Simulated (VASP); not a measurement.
## C under biaxial strain in the (110) plane

How do the elastic response and the band edges of C follow biaxial strain in the (110) plane?

Main program and level: VASP 6.6.1; LDA; plane waves and PAW (C), in the first sound run; inputs show where later runs differ.

Report form: the programs' logs are mostly left out.

**1. Starting point**

Symmetry: Fd-3m, No. 227, cubic system. Conventional cell: a = 3.567 Å, b = 3.567 Å, c = 3.567 Å, α = 90.00°, β = 90.00°, γ = 90.00°. Nearest to C lie 4 C at 1.54 Å.

As a file:

```cif
data_structure
_symmetry_space_group_name_H-M 'Fd-3m:1'
_symmetry_Int_Tables_number 227
_cell_length_a 3.5670
_cell_length_b 3.5670
_cell_length_c 3.5670
_cell_angle_alpha 90.000
_cell_angle_beta 90.000
_cell_angle_gamma 90.000
_cell_volume 45.38
loop_
_atom_site_label
_atom_site_type_symbol
_atom_site_symmetry_multiplicity
_atom_site_Wyckoff_symbol
_atom_site_fract_x
_atom_site_fract_y
_atom_site_fract_z
_atom_site_occupancy
C1 C 8 b 0.00000 0.00000 0.50000 1
```

**2. Relax the crystal, LDA**

The series starts from the cell that this level prefers, so that zero strain is near zero stress.

This step took 2 runs in a row; the last is shown.

Level: LDA; plane waves and PAW (C).

INCAR

```
SYSTEM = C
PREC = Accurate
ENCUT = 600
EDIFF = 1E-07
NELM = 120
ISMEAR = 0
SIGMA = 0.02
LREAL = .FALSE.
ALGO = Normal
GGA = CA
NBANDS = 10
LASPH = .TRUE.
LORBIT = 11
LWAVE = .FALSE.
LCHARG = .FALSE.
KPAR = 12
IBRION = 2
NSW = 40
ISIF = 3
EDIFFG = -0.005
POTIM = 0.4
```

POSCAR

```
C
1.0
    0.0000000000      1.7668691223      1.7668691223
    1.7668691223      0.0000000000      1.7668691223
    1.7668691223      1.7668691223      0.0000000000
C
2
Direct
    0.0000000000      0.0000000000      0.0000000000
    0.2500000000      0.2500000000      0.2500000000
```

KPOINTS

```
Automatic mesh
0
Gamma
14 14 14
0 0 0
```

Potentials, in the order of the species: C (LDA family, release 64).

Run with:

```console
> mpirun -np 12 vasp_std
```

Elapsed: 2 s, on 12 MPI ranks of Intel Xeon 6975P-C (Granite Rapids), shared host; peak memory 1.3 GiB; 12 s of CPU time.

This run gave:

| Property | Result |
| --- | --- |
| energy(sigma→0) of the program | -20.2522 eV |
| stress, compression positive | 0.04 along [110], 0.04 across it (mean), GPa |
| volume | 11.032 Å³ |
| ionic steps | 1 |

**3. Strain along the normal, LDA**

One member in full: the plane is strained by 2 %, and the strain along the normal is moved by secant steps until the normal stress is under 0.012 GPa or five steps are spent; the atoms relax at each step.

This step took 4 runs, each at a new trial strain with the atoms of the one before; the last is shown.

Level: LDA; plane waves and PAW (C).

INCAR: that of step 2 with these lines changed.

```diff
@@ -15,7 +15,7 @@
 LCHARG = .FALSE.
-KPAR = 12
-IBRION = 2
-NSW = 40
-ISIF = 3
-EDIFFG = -0.005
-POTIM = 0.4
+KPAR = 3
+IBRION = 1
+NSW = 25
+ISIF = 2
+EDIFFG = -0.004
+POTIM = 0.3
```

POSCAR

```
C
1.0
   -0.0200103110      1.7821961940      1.8022065050
    1.7821961940     -0.0200103110      1.8022065050
    1.7621858830      1.7621858830      0.0000000000
C
2
Direct
    0.9998114916      0.9998114916      0.0001885084
    0.2501885084      0.2501885084      0.2498114916
```

KPOINTS is that of step 2.

Run with:

```console
> mpirun -np 3 vasp_std
```

Wall time 8.8 s (3 MPI ranks); peak memory 0.42 GiB; 18 s of CPU time.

Read from the output:

```
energy(sigma→0) of the program : -20.2201 eV
stress, compression positive   : 0.01 along [110], -23.91 across it (mean), GPa
ionic steps                    : 1
```

**4. Band edges, TB-mBJ with spin-orbit coupling**

Short lines in KPOINTS_OPT sample the zone centre along and across the normal of the plane, for masses, and the other valleys.

Level: TB-mBJ, spin-orbit coupling; plane waves and PAW (C).

TB-mBJ has no energy functional, so the total energy, stress and pressure in this output mean nothing.

INCAR

```
SYSTEM = C
PREC = Accurate
ENCUT = 600
EDIFF = 1E-06
NELM = 150
ISMEAR = 0
SIGMA = 0.02
LREAL = .FALSE.
ALGO = Normal
METAGGA = MBJ
LASPH = .TRUE.
LNONCOLLINEAR = .TRUE.
MAGMOM = 0 0 0 0 0 0
NBANDS = 18
GGA_COMPAT = .FALSE.
LSORBIT = .TRUE.
LWAVE = .FALSE.
LCHARG = .FALSE.
KPAR = 3
```

POSCAR is that of step 3.

KPOINTS

```
Automatic mesh
0
Gamma
11 11 11
0 0 0
```

KPOINTS_OPT

```
Line mode
6
Line-mode
Reciprocal
  0.00000000   0.00000000   0.00000000
  0.00991578   0.00991578   0.01983156

  0.00000000   0.00000000   0.00000000
 -0.01014097   0.01014097   0.00000000

  0.31000000   0.31000000   0.00000000
  0.50000000   0.50000000   0.00000000

  0.00000000   0.31000000   0.31000000
  0.00000000   0.50000000   0.50000000

  0.45000000   0.45000000   0.45000000
  0.50000000   0.50000000   0.50000000

  0.45000000   0.00000000   0.00000000
  0.50000000   0.00000000   0.00000000

  0.42500000   0.42500000   0.00000000
  0.42484076   0.43918227   0.01402303

  0.50000000   0.50000000   0.50000000
  0.48985903   0.51014097   0.50000000
```

Run with:

```console
> mpirun -np 3 vasp_ncl
```

Elapsed: 2.2 min, on 3 MPI ranks; peak memory 0.73 GiB.

**5. Band edges, r2SCAN with spin-orbit coupling**

Level: r2SCAN, spin-orbit coupling; plane waves and PAW (C).

INCAR: that of step 4 with these lines changed.

```diff
@@ -4,3 +4,3 @@
 EDIFF = 1E-06
-NELM = 150
+NELM = 100
 ISMEAR = 0
@@ -9,3 +9,3 @@
 ALGO = Normal
-METAGGA = MBJ
+METAGGA = R2SCAN
 LASPH = .TRUE.
```

POSCAR is that of step 4.

KPOINTS is that of step 4.

KPOINTS_OPT is that of step 4.

Run with:

```console
> mpirun -np 3 vasp_ncl
```

It took 2.2 min on 3 MPI ranks; peak memory 0.74 GiB.

This run gave:

- energy(sigma→0) of the program: -37.6125 eV
- stress, compression positive: 9.79 along [110], -15.29 across it (mean), GPa

The run ends at a pressure of -6.93 GPa, with forces up to 0.016 eV/Å.

**6. The table**

Runs beyond LDA use the data sets made with LDA; this shifts their levels slightly, and their total energies have another zero (at TB-mBJ, which has no energy functional, they mean nothing).

The other members went through these steps as far as the tables show, with the same cutoff and, step by step, the same mesh; 48 runs are not shown. The session took 2.0 core hours (wall time by ranks) on a shared machine.

| in-plane strain (%) | strain along the normal (%) | mean of the two in-plane stresses, tension positive (GPa) | energy above the unstrained row (meV/atom) | gap on the mesh, LDA (eV) |
| --- | --- | --- | --- | --- |
| -2.000 | 0.342 | -28.099 | 19.793 | 3.892 |
| -1.000 | 0.163 | -13.539 | 5.114 | 4.045 |
| -0.500 | 0.081 | -6.653 | 1.386 | 4.109 |
| 0 | 0.004 | -0.034 | 0.000 | 4.166 |
| 0.500 | -0.070 | 6.330 | 0.803 | 4.097 |
| 1.000 | -0.138 | 12.441 | 3.797 | 4.030 |
| 1.500 | -0.203 | 18.300 | 8.899 | 3.966 |
| 2.000 | -0.265 | 23.912 | 16.043 | 3.904 |

Slopes at zero strain, from cubics through all rows: strain ratio -0.150, stress over strain 1298 GPa.

Band edges at TB-mBJ with spin-orbit coupling, counted from the valence-band top at Γ, spin-orbit pairs averaged, with one row partly withheld:

| in-plane strain (%) | gap (eV) | conduction band at Γ (eV) | Δ or X valley along z (eV) | Δ or X valley along x (eV) | lowest conduction level at L, [111] (eV) | lowest conduction level at L, [-111] (eV) | second valence level below the top (eV) | third valence level below the top (eV) |
| --- | --- | --- | --- | --- | --- | --- | --- | --- |
| -2.000 | 4.674 | 6.412 | 4.674 | 5.036 | 9.640 | 9.330 | 0.121 | 0.255 |
| -1.000 | 4.854 | ? | 4.851 | 5.010 | 9.626 | 9.486 | 0.069 | 0.124 |
| -0.500 | 4.926 | 6.623 | 4.925 | 4.999 | 9.623 | 9.554 | 0.036 | 0.062 |
| 0 | 4.987 | 6.687 | 4.986 | 4.987 | 9.616 | 9.615 | 0.000 | 0.012 |
| 0.500 | 4.925 | 6.553 | 4.988 | 4.924 | 9.489 | 9.453 | 0.021 | 0.060 |
| 1.000 | 4.862 | 6.412 | 4.982 | 4.861 | 9.280 | 9.259 | 0.036 | 0.117 |
| 1.500 | 4.802 | 6.273 | 4.970 | 4.803 | 9.076 | 9.065 | 0.048 | 0.173 |
| 2.000 | 4.743 | 6.137 | 4.951 | 4.744 | 8.875 | 8.873 | 0.059 | 0.228 |

Band edges at r2SCAN with spin-orbit coupling, counted from the valence-band top at Γ, spin-orbit pairs averaged:

| in-plane strain (%) | gap (eV) | conduction band at Γ (eV) | Δ or X valley along z (eV) | Δ or X valley along x (eV) | lowest conduction level at L, [111] (eV) | lowest conduction level at L, [-111] (eV) | second valence level below the top (eV) | third valence level below the top (eV) |
| --- | --- | --- | --- | --- | --- | --- | --- | --- |
| -2.000 | 4.075 | 5.622 | 4.074 | 4.459 | 9.011 | 8.736 | 0.114 | 0.241 |
| -1.000 | 4.248 | 5.760 | 4.248 | 4.416 | 8.993 | 8.859 | 0.066 | 0.118 |
| -0.500 | 4.318 | 5.833 | 4.319 | 4.398 | 8.988 | 8.922 | 0.035 | 0.060 |
| 0 | 4.377 | 5.897 | 4.378 | 4.378 | 8.979 | 8.979 | 0.000 | 0.014 |
| 0.500 | 4.310 | 5.762 | 4.379 | 4.311 | 8.876 | 8.864 | 0.021 | 0.058 |
| 1.000 | 4.244 | 5.620 | 4.371 | 4.244 | 8.769 | 8.707 | 0.035 | 0.112 |
| 1.500 | 4.180 | 5.480 | 4.357 | 4.181 | 8.664 | 8.532 | 0.046 | 0.165 |
| 2.000 | 4.117 | 5.342 | 4.335 | 4.118 | 8.559 | 8.348 | 0.057 | 0.219 |

**7. Fit and prediction**

The quantity to fit is the conduction level at Γ above the mean of the three top valence levels at TB-mBJ with spin-orbit coupling: 6.537, 6.656, 6.691, 6.580, 6.463, 6.347, 6.233 eV in the rows shown.

Fitting a parabola to the 7 known rows (e: strain in %) gives E = − 0.06712 e² − 0.08315 e + 6.643 in eV; the residuals are 0.025 eV r.m.s.

At e = -1 this predicts 6.6595 eV.

**8. The withheld row**

The calculation gives 6.6150 eV, so the prediction is 0.0445 eV too high, within twice the residual of the fit.

The rows do not lie on one parabola (a picked bound of 1 % of their span for the r.m.s. residual). Levels that cross, a degenerate level that splits or an edge that moves to another point can do that; which it is was not traced. So the linear term is no slope at zero strain, and none is listed.

**9. Outcome**

| Quantity | Value |
| --- | --- |
| ratio of normal to in-plane strain | -0.150 |
| biaxial modulus | 1298 GPa |
| gap of the unstrained cell, TB-mBJ with spin-orbit coupling | 4.99 eV |
| gap of the unstrained cell, r2SCAN with spin-orbit coupling | 4.38 eV |
| error of the predicted row | 44.5 meV |

In words: As a check, the curvature of the energy gives 1297 GPa for the same modulus (energy per volume = M × strain²), 0 % from the slope of the stress. The energy also has a linear term worth 0.82 GPa that the stress column lacks, a mark of the finite basis. At TB-mBJ with spin-orbit coupling the lowest conduction valley is Δ or X throughout, and the gap runs between 4.67 and 4.99 eV. At r2SCAN with spin-orbit coupling the lowest conduction valley is Δ or X throughout, and the gap runs between 4.08 and 4.38 eV. Hole masses are left out throughout, since the top bands are degenerate or cross in many series; of conduction masses, those of the Γ, L and (for Si and Ge under (001) strain) Δ valleys are kept where they change by under an eighth between rows. A measured gap of unstrained C is 5.5 eV (arxiv:1902.02958, band gap, experimental literature value, temperature not given); the static gaps here belong to the lattice relaxed at LDA. TB-mBJ is a potential fitted for gaps; it has no energy functional, so its total energies and forces mean nothing, and its bands tend to come out too narrow. r2SCAN opens gaps somewhat over GGA but leaves them below measured values as a rule. Δ or X levels are the lowest on their line, refined by a parabola unless they lie at X; the gap is read from all points sampled and can differ from the lowest valley by some meV, or by tens of meV where strain moves the valence top off Γ. Temperature, zero-point motion and excitons are left out.

[Lines on the potential files, build, host, timing and source positions are cut from VASP's logs without a mark.]

[Logs are printed without paths, hosts, clocks, repeated set-up lines and the standing remarks that a program may print on its own settings, such as how far it seeks lower states.]

[Hosts, paths, dates, database ids (printed as entryN), source tags and the programs' standing remarks are cut or masked in the printed files.]

[In band tables of VASP the shares of atoms and orbitals are scaled to a sum of 1 inside the atoms' spheres.]
